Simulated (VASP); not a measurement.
## RePd with RPBE: from relaxation to properties

What structure does RePd take at this level, and what are its properties? The steps: relaxing cell and atoms (RPBE), second relaxation, single point with fields (RPBE), band structure (RPBE), total and projected DOS (RPBE), bands along the symmetry lines (RPBE + SOC), core levels (RPBE) and band structure (RPBE) with a changed input. The cell is invented: it takes the structure of a Materials Project entry for ReOs (space group 187 there), with some of its atoms replaced by other elements, volume scaled by an estimate. It may not be a known or stable phase. The atoms of the start are displaced at random from the sites of a P-6m2 cell.

Method: RPBE; plane waves and PAW (Re, Pd), in the first sound run; inputs show where later runs differ, in VASP 6.6.1.

## 1. The structure

Before any relaxation, the start is as follows. Symmetry: P1, No. 1, triclinic system. Conventional cell: a = 2.760 Å, b = 2.760 Å, c = 4.387 Å, α = 90.00°, β = 90.00°, γ = 120.00°. Re has 6 Pd at 2.69 to 2.73 Å and 6 Re at 2.76 Å nearest. Nearest to Pd lie 6 Re at 2.69 to 2.73 Å and 6 Pd at 2.76 Å. It derives from ReOs. It takes the structure of a Materials Project entry for ReOs (space group 187 there), with some of its atoms replaced by other elements, volume scaled by an estimate. Farther neighbours are not listed.

Structure file:

```xyz
2
Lattice="2.7603 0.0000 0.0000 -1.3801 2.3904 0.0000 0.0000 0.0000 4.3871" Properties=species:S:1:pos:R:3 pbc="T T T"
Re    1.3709    0.7785    2.1873
Pd    0.0076    0.0078    0.0036
```

## 2. Relaxing cell and atoms (RPBE)

Properties are meant for the cell that this level of theory prefers, so cell and atoms are relaxed first (ISIF = 3) until forces and stress are small; EDIFFG sets the threshold. RPBE by itself binds more weakly than PBE and expands cells.

INCAR

```
SYSTEM = RePd
PREC = Accurate
ENCUT = 400
EDIFF = 1E-06
NELM = 100
ISMEAR = 1
SIGMA = 0.2
LREAL = .FALSE.
ALGO = Normal
GGA = RP
LORBIT = 11
LWAVE = .FALSE.
LCHARG = .FALSE.
IBRION = 2
NSW = 60
ISIF = 3
EDIFFG = -0.01
```

POSCAR

```
RePd
1.0
    2.7602530000      0.0000000000      0.0000000000
   -1.3801260000      2.3904490000      0.0000000000
    0.0000000000      0.0000000000      4.3870730000
Re Pd
1 1
Direct
    0.6595090000      0.3256770000      0.4985760000
    0.0043760000      0.0032650000      0.0008250000
```

KPOINTS

```
Automatic mesh
0
Gamma
8 8 5
0 0 0
```

PAW data sets: Re and Pd (PBE family, release 64).

Run with:

```sh
$ mpirun -np 1 vasp_std
```

The program printed:

```text
[banner, memory and clock lines left out]
running    1 mpi-ranks, on    1 nodes
 distrk:  each k-point on    1 cores,    1 groups
 distr:  one band on    1 cores,    1 groups

 POSCAR found type information on POSCAR RePd
 POSCAR found :  2 types and       2 ions
|                                                                             |
|               ----> ADVICE to this user running VASP <----                  |
|                                                                             |
|     You enforced a specific xc type in the INCAR file but a different       |
|     [... a line on the potential file left out ...]
|     I HOPE YOU KNOW WHAT YOU ARE DOING!                                     |
|                                                                             |

 LDA part: xc-table for (Slater+PW92), standard interpolation
 POSCAR, INCAR and KPOINTS ok, starting setup
 FFT: planning ... GRIDC
 FFT: planning ... GRID_SOFT
 FFT: planning ... GRID
 WAVECAR not read
 entering main loop
       N       E                     dE             d eps       ncg     rms          rms(c)
DAV:   1     0.492491369765E+02    0.49249E+02   -0.70273E+03  6668   0.135E+03
DAV:   2    -0.159357671210E+02   -0.65185E+02   -0.58683E+02  5992   0.286E+02
DAV:   3    -0.171822601990E+02   -0.12465E+01   -0.12193E+01  6296   0.524E+01
DAV:   4    -0.171909008134E+02   -0.86406E-02   -0.86335E-02  5012   0.276E+00
DAV:   5    -0.171913241718E+02   -0.42336E-03   -0.42331E-03  5976   0.597E-01    0.264E+01
DAV:   6    -0.163217080599E+02    0.86962E+00   -0.13152E+00  6372   0.233E+01    0.104E+01
DAV:   7    -0.161527544921E+02    0.16895E+00   -0.54502E-01  6340   0.273E+01    0.187E+00
DAV:   8    -0.161117616561E+02    0.40993E-01   -0.10722E-01  6448   0.116E+01    0.135E+00
DAV:   9    -0.161038143787E+02    0.79473E-02   -0.12258E-02  5584   0.125E+00    0.931E-02
DAV:  10    -0.161037728377E+02    0.41541E-04   -0.37783E-04  5936   0.422E-01    0.834E-02
DAV:  11    -0.161037837808E+02   -0.10943E-04   -0.51598E-05  6352   0.124E-01    0.154E-02
DAV:  12    -0.161037831269E+02    0.65389E-06   -0.23396E-06  3040   0.191E-02
   1 F= -.16103783E+02 E0= -.16105511E+02  d E =-.161038E+02
 curvature:   0.00 expect dE= 0.000E+00 dE for cont linesearch  0.000E+00
 trial: gam= 0.00000 g(F)=  0.319E-02 g(S)=  0.415E+00 ort = 0.000E+00 (trialstep = 0.100E+01)
 search vector abs. value=  0.418E+00
 bond charge predicted
       N       E                     dE             d eps       ncg     rms          rms(c)
DAV:   1    -0.195179223756E+02   -0.34141E+01   -0.81800E+01  5832   0.292E+02    0.188E+01
DAV:   2    -0.188020504493E+02    0.71587E+00   -0.21144E+01  6384   0.782E+01    0.167E+01
DAV:   3    -0.165437049920E+02    0.22583E+01   -0.14212E+01  6416   0.108E+02    0.559E+00
DAV:   4    -0.159869662353E+02    0.55674E+00   -0.12153E+00  6064   0.193E+01    0.367E+00
DAV:   5    -0.159599409133E+02    0.27025E-01   -0.25281E-01  6344   0.183E+01    0.216E+00
DAV:   6    -0.159502082511E+02    0.97327E-02   -0.33679E-02  6428   0.380E+00    0.880E-01
DAV:   7    -0.159355148632E+02    0.14693E-01   -0.19906E-02  6652   0.559E+00    0.222E-01
DAV:   8    -0.159353218476E+02    0.19302E-03   -0.21076E-03  6456   0.101E+00    0.636E-02
DAV:   9    -0.159352661103E+02    0.55737E-04   -0.10450E-04  6652   0.341E-01    0.203E-02
DAV:  10    -0.159352631973E+02    0.29130E-05   -0.13318E-05  5272   0.911E-02    0.488E-03
DAV:  11    -0.159352629368E+02    0.26054E-06   -0.14164E-06  3176   0.379E-02
   2 F= -.15935263E+02 E0= -.15935626E+02  d E =0.168520E+00
[... from here on, the cycles between the ionic steps are left out ...]
   3 F= -.16166470E+02 E0= -.16168257E+02  d E =-.626870E-01
   4 F= -.16166603E+02 E0= -.16168407E+02  d E =-.628197E-01
   5 F= -.16172856E+02 E0= -.16173771E+02  d E =-.625318E-02
   6 F= -.16177630E+02 E0= -.16178941E+02  d E =-.110267E-01
   7 F= -.16177944E+02 E0= -.16179230E+02  d E =-.314356E-03
   8 F= -.16177981E+02 E0= -.16179246E+02  d E =-.351848E-03
   9 F= -.16178113E+02 E0= -.16179380E+02  d E =-.131983E-03
  10 F= -.16178312E+02 E0= -.16179581E+02  d E =-.330825E-03
  11 F= -.16178314E+02 E0= -.16179583E+02  d E =-.333023E-03
  12 F= -.16178353E+02 E0= -.16179642E+02  d E =-.386951E-04
  13 F= -.16178399E+02 E0= -.16179729E+02  d E =-.845742E-04
 curvature:  -0.35 expect dE=-0.237E-04 dE for cont linesearch -0.229E-08
 trial: gam= 0.23258 g(F)=  0.106E-04 g(S)=  0.569E-04 ort =-0.142E-05 (trialstep = 0.318E+00)
 search vector abs. value=  0.837E-04
 bond charge predicted
       N       E                     dE             d eps       ncg     rms          rms(c)
DAV:   1    -0.161784585099E+02   -0.58911E-04   -0.20212E-03  5820   0.155E+00    0.768E-02
DAV:   2    -0.161784498728E+02    0.86370E-05   -0.33895E-04  6436   0.448E-01    0.596E-02
DAV:   3    -0.161784074762E+02    0.42397E-04   -0.94074E-05  6372   0.372E-01    0.122E-02
DAV:   4    -0.161784052375E+02    0.22388E-05   -0.75817E-06  5744   0.355E-02    0.502E-03
DAV:   5    -0.161784047495E+02    0.48803E-06   -0.23837E-07  1980   0.138E-02
  14 F= -.16178405E+02 E0= -.16179739E+02  d E =-.569681E-05
 trial-energy change:   -0.000006  1 .order   -0.000008   -0.000021    0.000005
 step:   0.2576(harm=  0.2576)  dis= 0.00020  next Energy=   -16.178408 (dE=-0.866E-05)
 reached required accuracy - stopping structural energy minimisation
```

Elapsed: 2.1 min, on 1 MPI rank of Intel Xeon 6975P-C (Granite Rapids), shared host; peak memory 0.17 GiB.

The logs omit lines about the potential files and the build; timing stands in the text.

From OUTCAR (step 2):

```text
ion  position               nearest neighbor table
   1  0.660  0.326  0.499-   2 2.69   2 2.70   2 2.70   2 2.72   2 2.72   2 2.73
   2  0.004  0.003  0.001-   1 2.69   1 2.70   1 2.70   1 2.72   1 2.72   1 2.73

  LATTYP: Found a hexagonal cell.
 ALAT       =     2.7602530000
 C/A-ratio  =     1.5893735103

 Subroutine GETGRP returns: Found  1 space group operations
 (whereof  1 operations were pure point group operations)

The static configuration has the point symmetry C_1 .

 Found    162 irreducible k-points:

   k-points           NKPTS =    162   k-points in BZ     NKDIM =    162   number of bands    NBANDS=     12

   dimension x,y,z NGX =    18 NGY =   18 NGZ =   30
   dimension x,y,z NGXF=    36 NGYF=   36 NGZF=   60

   ENCUT  =  400.0 eV  29.40 Ry    5.42 a.u.   4.50  4.50  7.15*2*pi/ulx,y,z

   NELECT =      17.0000    total number of electrons

 k-points in reciprocal lattice and weights: Automatic mesh
   0.00000000  0.00000000  0.00000000       0.003
   0.12500000 -0.00000000  0.00000000       0.006
   0.00000000  0.12500000  0.00000000       0.006
  -0.12500000  0.12500000  0.00000000       0.006
   0.25000000 -0.00000000  0.00000000       0.006
   0.00000000  0.25000000  0.00000000       0.006
  -0.25000000  0.25000000  0.00000000       0.006
   0.37500000 -0.00000000  0.00000000       0.006
   0.00000000  0.37500000  0.00000000       0.006
[...]
0.25000000  0.37500000  0.40000000       0.006
  -0.37500000 -0.37500000  0.40000000       0.006

 average (electrostatic) potential at core
       1 -38.5630       2 -72.0453

 E-fermi :   9.1905

 k-point     1 :       0.0000    0.0000    0.0000
  band No.  band energies     occupation
    ...
      6       6.9263      2.00000
      7       6.9295      2.00000
      8       7.8312      2.00000
      9       7.8334      2.00000
     10       9.1522      1.31754
     11      10.9666     -0.00000
     12      10.9690     -0.00000

 k-point     2 :       0.1250   -0.0000    0.0000
  band No.  band energies     occupation
    ...
      6       6.3803      2.00000
      7       6.7640      2.00000
      8       7.5172      2.00000
      9       8.1622      2.00000
     10       8.3857      2.00000
     11      10.9615     -0.00000
     12      12.6827     -0.00000

 k-point     3 :       0.0000    0.1250    0.0000
  band No.  band energies     occupation
    ...
      6       6.3812      2.00000
      7       6.7613      2.00000
      8       7.5179      2.00000
      9       8.1643      2.00000
     10       8.3840      2.00000
     11      10.9631     -0.00000
     12      12.6806     -0.00000

  Total       -0.0164574     -0.0139261      0.0040236     -0.0010356      0.0004604      0.0003599
  in kB       -0.8778217     -0.7428044      0.2146147     -0.0552361      0.0245548      0.0191948
  external PRESSURE =      -0.4686705 kB  Pullay stress =       0.0000000 kB

  energy-cutoff  :      400.00
  volume of cell :       30.04
      direct lattice vectors                 reciprocal lattice vectors
     2.756845613  0.000107876 -0.000020204     0.362725211  0.209431203  0.000006278
    -1.378328817  2.387202124 -0.000012147    -0.000016391  0.418890968  0.000005455
    -0.000044678 -0.000059437  4.564074630     0.000001606  0.000002042  0.219102465

 POSITION                                       TOTAL-FORCE (eV/Angst)
 -----------------------------------------------------------------------------------
      1.37729      0.79007      2.28096         0.001955      0.002713     -0.005020
      1.37800      2.38247      4.56237        -0.001955     -0.002713      0.005020
 -----------------------------------------------------------------------------------
    total drift:                               -0.000024     -0.000124     -0.000265

  FREE ENERGIE OF THE ION-ELECTRON SYSTEM (eV)
  ---------------------------------------------------
  free  energy   TOTEN  =       -16.1784047495 eV

  energy  without entropy=      -16.1824089313  energy(sigma->0) =      -16.17973948

 reached required accuracy - stopping structural energy minimisation

 total charge
# of ion       s       p       d       tot
------------------------------------------
    1        0.600   0.574   4.639   5.812
    2        0.527   0.643   8.442   9.612
--------------------------------------------------
tot          1.127   1.217  13.080  15.424

[... 3 further parts left out ...]
```

This run has no spin polarisation. Its electron count is odd, so without a moment it is a metal by construction. The k-mesh is coarse for a metal. The PAW data sets were made with PBE, which is usual practice but a small mismatch for other functionals. The data set Re keeps the semicore shell frozen, which is cheaper and a little less accurate.

The steps of the relaxation:

```csv
step,energy less that of the first step (eV),largest force (eV/Å),pressure (GPa),volume (Å³)
1,0.0000,0.1818,11.01,28.95
2,0.1685,0.0389,-21.04,33.27
3,-0.0627,0.0963,-2.76,30.33
4,-0.0628,0.0988,-2.28,30.28
5,-0.0691,0.0558,2.11,29.84
6,-0.0738,0.0696,0.20,30.01
7,-0.0742,0.0516,-0.27,30.07
8,-0.0742,0.0386,-0.63,30.11
9,-0.0743,0.0327,-0.49,30.09
10,-0.0745,0.0261,-0.11,30.05
11,-0.0745,0.0269,-0.10,30.05
12,-0.0746,0.0214,-0.01,30.04
13,-0.0746,0.0105,0.15,30.02
14,-0.0746,0.0060,-0.05,30.04
```

```csv
cell as run,before,after,change
a (Å),2.760,2.757,-0.1 %
b (Å),2.760,2.757,-0.1 %
c (Å),4.387,4.564,+4.0 %
volume (Å³/atom),14.47,15.02,+3.8 %
```

The atoms that moved most (Å, as changes of fractional coordinates times the final cell):

```csv
atom,dx,dy,dz,length
Re1,0.008,0.013,0.005,0.016
Pd2,-0.008,-0.013,-0.005,0.016
```

Final coordinates:

```cif
data_structure
_symmetry_space_group_name_H-M 'P 1'
_symmetry_Int_Tables_number 1
_cell_length_a 2.7568
_cell_length_b 2.7565
_cell_length_c 4.5641
_cell_angle_alpha 90.001
_cell_angle_beta 90.001
_cell_angle_gamma 119.999
_cell_volume 30.04
loop_
_atom_site_label
_atom_site_type_symbol
_atom_site_fract_x
_atom_site_fract_y
_atom_site_fract_z
_atom_site_occupancy
Re1 Re 0.66506 0.33095 0.49977 1
Pd2 Pd 0.99883 0.99800 0.99963 1
```

Numbers from this step:

| Item | Value |
| --- | --- |
| electrons | 17 |
| bands | 12 |
| irreducible k-points | 162 |
| symmetry operations | 1 |
| free energy (TOTEN) | -16.18 eV |
| energy at zero smearing | -16.18 eV |
| Fermi energy | 9.191 eV |
| pressure | -0.04687 GPa |
| metallic, judged on the points sampled | yes |
| SCF cycles over all ionic steps | 94 |

It ends with a largest force of 0.006 eV/Å and a pressure of -0.05 GPa.

(Continued in part 2 of 4.)

[Lines on the potential files, build, host, timing and source positions are cut from VASP's logs without a mark.]

[Logs are printed without paths, hosts, clocks, repeated set-up lines and the standing remarks that a program may print on its own settings, such as how far it seeks lower states.]

[Hosts, paths, dates, database ids (printed as entryN), source tags and the programs' standing remarks are cut or masked in the printed files.]

[A measured line is paired with the nearest computed mode of its activity, which favours agreement.]

[In band tables of VASP the shares of atoms and orbitals are scaled to a sum of 1 inside the atoms' spheres.]
